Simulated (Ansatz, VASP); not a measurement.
# Si9GeC182 (regrown after partial melting: C with 5 % Si on C sites, (111)) in two plane-wave programs, part 2 of 2

Wanted: the spread between two codes on one cell, functional and k mesh. Of the first pair: The structure shown is the start of the Ansatz relaxation below; VASP solves that cell, so the two are compared at the walk's first step.

VASP 6.6.1 and Ansatz 0.2.0.

So far. Step 3 (VASP: single point, PBE, start cell, pair 1): The run ends at a pressure of 23.23 GPa, with forces up to 2.5 eV/Å.

### 5. Ansatz: relaxation, PBE

Level of this step: Ansatz beside VASP: Kohn-Sham DFT, plane waves, PBE (Ansatz).

This run makes the geometry at which the two programs are then compared.

The structure compared here is the end of the Ansatz relaxation.

The input, input.yaml:

```yaml
crystal:
  lattice:
    - [10.08617, 0.0, 0.0]
    - [0.0, 8.73488, 0.0]
    - [0.0, 0.0, 12.82313]
  atoms:
    - { symbol: Si, position: [0.86221, 0.06284, 0.92349] }
    - { symbol: Si, position: [0.86045, 0.06225, 0.08145] }
[... 7 atom lines left out ...]
    - { symbol: C, position: [0.1118, 0.56247, 0.07459] }
    - { symbol: C, position: [0.98438, 0.48496, 0.11466] }
    - { symbol: C, position: [0.98496, 0.47861, 0.23854] }
    - { symbol: C, position: [0.23696, 0.48178, 0.11839] }
    - { symbol: C, position: [0.23482, 0.47774, 0.23954] }
    - { symbol: C, position: [0.11152, 0.7248, 0.11401] }
    - { symbol: C, position: [0.11041, 0.72625, 0.2369] }
    - { symbol: Ge, position: [0.10966, 0.22717, 0.11637] }
    - { symbol: C, position: [0.10966, 0.22821, 0.25282] }
    - { symbol: C, position: [0.98393, 0.14383, 0.28223] }
    - { symbol: C, position: [0.98318, 0.14247, 0.40277] }
    - { symbol: C, position: [0.23629, 0.14446, 0.28249] }
[... 2 atom lines left out ...]
    - { symbol: C, position: [0.10967, 0.39671, 0.40498] }
    - { symbol: C, position: [0.859, 0.72605, 0.11403] }
    - { symbol: C, position: [0.8602, 0.72691, 0.23635] }
    - { symbol: C, position: [0.23483, 0.6427, 0.27881] }
    - { symbol: C, position: [0.23534, 0.64307, 0.39978] }
    - { symbol: C, position: [0.98523, 0.64402, 0.27836] }
[... 9 atom lines left out ...]
    - { symbol: C, position: [0.8614, 0.55432, 0.95016] }
[... 1 atom line left out ...]
    - { symbol: C, position: [0.11123, 0.8927, 0.27765] }
    - { symbol: C, position: [0.11078, 0.89216, 0.39549] }
    - { symbol: C, position: [0.9876, 0.80404, 0.94488] }
    - { symbol: C, position: [0.98609, 0.80299, 0.07237] }
[... 1 atom line left out ...]
    - { symbol: C, position: [0.23655, 0.80932, 0.07341] }
    - { symbol: C, position: [0.11721, 0.05744, 0.95029] }
[... 2 atom lines left out ...]
    - { symbol: C, position: [0.36171, 0.06221, 0.07376] }
[... 1 atom line left out ...]
    - { symbol: C, position: [0.73061, 0.97549, 0.23823] }
    - { symbol: C, position: [0.483, 0.98123, 0.11446] }
    - { symbol: C, position: [0.48439, 0.98021, 0.23602] }
    - { symbol: C, position: [0.36451, 0.22986, 0.11537] }
    - { symbol: C, position: [0.36057, 0.22902, 0.23856] }
[... 4 atom lines left out ...]
    - { symbol: C, position: [0.73195, 0.48045, 0.11379] }
    - { symbol: C, position: [0.73419, 0.4787, 0.23624] }
[... 24 atom lines left out ...]
    - { symbol: C, position: [0.35487, 0.56243, 0.95972] }
[... 2 atom lines left out ...]
    - { symbol: C, position: [0.60692, 0.89601, 0.39774] }
[... 1 atom line left out ...]
    - { symbol: C, position: [0.48097, 0.81406, 0.07754] }
[... 1 atom line left out ...]
    - { symbol: C, position: [0.73273, 0.80501, 0.07297] }
[... 24 atom lines left out ...]
    - { symbol: C, position: [0.12106, 0.3986, 0.78732] }
    - { symbol: C, position: [0.11586, 0.40393, 0.91057] }
[... 1 atom line left out ...]
    - { symbol: C, position: [0.72931, 0.61533, 0.7932] }
[... 8 atom lines left out ...]
    - { symbol: C, position: [0.23677, 0.31409, 0.44376] }
[... 46 atom lines left out ...]
    - { symbol: C, position: [0.36241, 0.40011, 0.91881] }
[... 13 atom lines left out ...]
    - { symbol: C, position: [0.60734, 0.06425, 0.56367] }
kpoints:
  mp_grid: { grid: [1, 2, 1] }
hamiltonian:
  xc: pbe
scf:
  occupations: { method: fermi_dirac, width: 0.05 }
output:
  forces: true
  eigenvalues: true
relax:
  f_tol: 0.05
  max_steps: 90
```

Run with:

```sh
$ ansatz run input.yaml --threads 4 --pin off --max-ram 8192MiB --backend cpu --events-out ev --progress --plain --runs-dir out
```

Numbers of over 12 decimals in the logs are rounded to 6 here.

Log:

```text
[...]
Crystal: 192 atoms, lattice volume = 1129.737 Å³
Basis set: ecut = 420 eV, 22083 PW (Γ), exchange–correlation on 144×120×180 points (8 copies of the dense FFT grid, shifted against one another)
Bands: 581, of which v1, the nominal top of the filled ones, is band 389 counted from 1 (388 counted from 0)
Symmetry: 1 space group operations
[...]
k-points: 2
[...]
- { symbol: Si, position: [0.999912, 0.146236, 0.764514] }
[...]
- { symbol: Si, position: [0.217631, 0.180444, 0.780236] }
[...]
- { symbol: Si, position: [0.851773, 0.723074, 0.610687] }
[...]
- { symbol: Si, position: [0.380819, 0.423656, 0.778431] }
[...]
- { symbol: Si, position: [0.606243, 0.888464, 0.896136] }
[...]
- { symbol: C, position: [0.733797, 0.815303, 0.434861] }
    - { symbol: C, position: [0.601873, 0.758161, 0.696732] }
    - { symbol: C, position: [0.608426, 0.061966, 0.440513] }
    - { symbol: C, position: [0.607359, 0.064238, 0.563727] }
```

### 6. VASP: single point, PBE, relaxed cell, pair 2

The same cell, functional, mesh and smearing now go to VASP, with its own data sets.

The input, INCAR:

```
SYSTEM = Si9GeC182
PREC = Accurate
ENCUT = 520
EDIFF = 1E-06
NELM = 120
ISMEAR = -1
SIGMA = 0.05
LREAL = Auto
ALGO = Normal
GGA = PE
NBANDS = 523
LORBIT = 11
LWAVE = .FALSE.
LCHARG = .FALSE.
ISIF = 2
LASPH = .TRUE.
GGA_COMPAT = .FALSE.
EFERMI = MIDGAP
```

The input, POSCAR:

```
Si9GeC182
1.0
   10.0861700000      0.0000000000      0.0000000000
    0.0000000000      8.7348800000      0.0000000000
    0.0000000000      0.0000000000     12.8231300000
Si C Ge
9 182 1
Direct
    0.8621100000      0.0628400000      0.9234000000
    0.8606300000      0.0623800000      0.0813400000
[... 7 atom lines left out ...]
    0.2400400000      0.9724400000      0.1133600000
    0.2356400000      0.9777800000      0.2370600000
    0.9991400000      0.9592200000      0.1185400000
    0.9885800000      0.9736900000      0.2387700000
    0.8546800000      0.2526400000      0.1184500000
    0.8591300000      0.2338800000      0.2396300000
    0.1117000000      0.5637700000      0.9515300000
    0.1117900000      0.5622100000      0.0744100000
    0.9835600000      0.4857000000      0.1143600000
    0.9848500000      0.4784500000      0.2385900000
    0.2377400000      0.4823600000      0.1181600000
    0.2349400000      0.4775500000      0.2396100000
[... 2 atom lines left out ...]
    0.1097400000      0.2281500000      0.2565100000
    0.9838100000      0.1437000000      0.2831600000
    0.9828000000      0.1422000000      0.4033900000
    0.2364600000      0.1443200000      0.2834900000
    0.2366000000      0.1438200000      0.4042000000
    0.1097400000      0.3965800000      0.2847700000
[... 9 atom lines left out ...]
    0.8591000000      0.3966500000      0.2795300000
[... 1 atom line left out ...]
    0.2401600000      0.3181600000      0.9554200000
    0.2526900000      0.3256200000      0.0723600000
    0.9880200000      0.3203500000      0.9466400000
    0.9700000000      0.3306800000      0.0673900000
[... 1 atom line left out ...]
    0.8580600000      0.5625100000      0.0735000000
    0.1112600000      0.8925100000      0.2777000000
[... 2 atom lines left out ...]
    0.9857100000      0.8020400000      0.0723100000
[... 1 atom line left out ...]
    0.2370200000      0.8084000000      0.0733600000
    0.1172700000      0.0563000000      0.9497800000
    0.1153100000      0.0338300000      0.0684400000
    0.3611700000      0.0648300000      0.9506800000
    0.3616900000      0.0622500000      0.0736100000
[... 4 atom lines left out ...]
    0.3653200000      0.2303300000      0.1151200000
    0.3605200000      0.2291700000      0.2386700000
[... 24 atom lines left out ...]
    0.3603200000      0.3955700000      0.2793500000
[... 2 atom lines left out ...]
    0.7301600000      0.3166500000      0.0721300000
[... 1 atom line left out ...]
    0.4883600000      0.3107700000      0.0746300000
[... 1 atom line left out ...]
    0.3591400000      0.5650700000      0.0791200000
[... 24 atom lines left out ...]
    0.0116500000      0.1599900000      0.9054000000
    0.2398300000      0.1499000000      0.9204000000
[... 1 atom line left out ...]
    0.1158300000      0.4040200000      0.9104900000
[... 8 atom lines left out ...]
    0.8617700000      0.3923900000      0.9024800000
[... 46 atom lines left out ...]
    0.3630000000      0.4004600000      0.9182200000
[... 13 atom lines left out ...]
    0.1092800000      0.2265600000      0.1164600000
```

The input, KPOINTS:

```
Automatic mesh
0
Gamma
1 2 1
0 0 0
```

The projector-augmented-wave data sets are Si, C and Ge_d (PBE family, release 64).

Run with:

```sh
$ export OMP_NUM_THREADS=4
$ mpirun -np 1 vasp_std
```

Log:

```text
[... set-up lines as in an earlier step ...]
 entering main loop
       N       E                     dE             d eps       ncg     rms          rms(c)
DAV:   1     0.462978548172E+04    0.46298E+04   -0.37504E+05  2442   0.161E+03
DAV:   2    -0.110808298014E+04   -0.57379E+04   -0.52150E+04  2444   0.393E+02
DAV:   3    -0.169888013372E+04   -0.59080E+03   -0.57322E+03  2551   0.116E+02
DAV:   4    -0.172608385277E+04   -0.27204E+02   -0.26947E+02  2632   0.280E+01
[...]
DAV:  20    -0.165240297800E+04   -0.35349E-05   -0.96899E-06  1824   0.252E-03    0.247E-02
DAV:  21    -0.165240297227E+04    0.57319E-05   -0.10071E-04  2264   0.606E-03    0.952E-03
DAV:  22    -0.165240297188E+04    0.38418E-06   -0.43985E-06  1744   0.239E-03
   1 F= -.16524030E+04 E0= -.16523929E+04  d E =-.200977E-01
```

Parts of OUTCAR (step 6):

```text
  FREE ENERGIE OF THE ION-ELECTRON SYSTEM (eV)
  ---------------------------------------------------
  free  energy   TOTEN  =     -1652.4029718810 eV

  energy  without entropy=    -1652.3828741810  energy(sigma->0) =    -1652.39292303

[... 1 part as in an earlier step ...]

[... 1 further part left out ...]
[key lines of the parts left out:]
E-fermi :  11.4030
```

The run ends at a pressure of 23.08 GPa, with forces up to 0.091 eV/Å.

### 7. Comparison

Both answers:

| quantity | Ansatz | VASP | difference |
| --- | --- | --- | --- |
| gap on the k mesh (eV) | 0.344 | 0.343 | +0.001 |

At this near-relaxed geometry the largest component of a force difference is 70 meV/Å. A gap on the mesh is an upper bound, since the band edges may lie between its points.

### 8. What came out

* r.m.s. force difference (single point, PBE, start cell, pair 1): 14 meV/Å
* r.m.s. force difference (single point, PBE, relaxed cell, pair 2): 13 meV/Å

**Reading.** The r.m.s. force difference is 14 meV/Å (single point, PBE, start cell, pair 1), beyond the 12 meV/Å picked in this series as the mark of a large difference. What causes the difference of the single point, PBE, start cell, pair 1 pair stays open here. What causes the difference of the single point, PBE, relaxed cell, pair 2 pair stays open here. Such differences can come from data sets, numerical settings and the points named under the comparisons, not from the functional's error against experiment.

[Lines on the potential files, build, host, timing and source positions are cut from VASP's logs without a mark.]

[Logs are printed without paths, hosts, clocks, repeated set-up lines and the standing remarks that a program may print on its own settings, such as how far it seeks lower states.]

[Hosts, paths, dates, database ids (printed as entryN), source tags and the programs' standing remarks are cut or masked in the printed files.]
